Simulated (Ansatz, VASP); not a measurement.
## SrCaZnWO6: VASP beside Ansatz

```xyz
10
Lattice="0.0000 4.0088 4.0088 4.0088 0.0000 4.0088 4.0088 4.0088 0.0000" Properties=species:S:1:pos:R:3 pbc="T T T"
Sr    2.0044    2.0044    2.0044
Ca    6.0133    6.0133    6.0133
Zn    0.0000    0.0000    0.0000
W     4.0088    4.0088    4.0088
O     2.0685    4.0088    4.0088
O     5.9492    4.0088    4.0088
O     4.0088    4.0088    5.9492
O     4.0088    4.0088    2.0685
O     4.0088    2.0685    4.0088
O     4.0088    5.9492    4.0088
```

The cell comes from a database or a generator and needn't be the stable form of this composition.

Alike in both runs: task single point; functional PBE; k mesh 4 × 4 × 4; no spin polarisation.

```csv
,VASP,Ansatz
version,VASP 6.6.1,Ansatz 0.2.0
potentials or method,"VASP PAW PBE potentials, release 64 (Sr_sv, Ca_sv, Zn, W_sv, O)","plane waves, PAW"
plane-wave cutoff (eV),520,420
occupations,"gaussian, width 0.01 eV",fixed
valence electrons in the cell,82,82
```

VASP gave:

```
gap on the k mesh at the Fermi level (eV) : 2.78
pressure (GPa)                            : -2.6
rms of the force components (eV/Å)        : 0.197
```

Which values does Ansatz return?

gap on the k mesh at the Fermi level (eV): 2.79; pressure (GPa): -3.6; rms of the force components (eV/Å): 0.251.

Atom by atom the forces differ by 0.054 eV/Å (rms over components).

Caveats: spin-orbit coupling is left out, which moves the levels of the heavy elements. A k mesh can miss the band edges. Expect the measured gap to be larger: semilocal functionals such as PBE lack the derivative discontinuity.
